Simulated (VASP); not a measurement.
Given:

```
MgS
1.0
    0.00000     2.82653     2.82653
    2.82653     0.00000     2.82653
    2.82653     2.82653     0.00000
S Mg
1 1
Direct
  0.25000   0.25000   0.25000
  0.00000   0.00000   0.00000
```

Calculation: r2SCAN meta-GGA, VASP's PBE PAW potentials (set 64) (plane waves; VASP 6.6.1). Numerical set-up: 400 eV cut-off, 9×9×9 Γ-centred mesh, tetrahedra with Blöchl corrections, potentials S Mg.

Estimate the energy per atom (σ→0), band gap (over mesh and band path) with the smallest direct gap where there is one.

```json
{
 "band gap (over mesh and band path)": "4.15 eV",
 "smallest direct gap (over mesh and band path)": "4.15 eV",
 "energy per atom (σ→0)": "-7.725 eV/atom"
}
```

Total energies compare only between runs with the same potentials, cut-off and functional.

The structure was generated: MgS was put into the zincblende type (F-43m), which need not be its known phase. It was relaxed first.
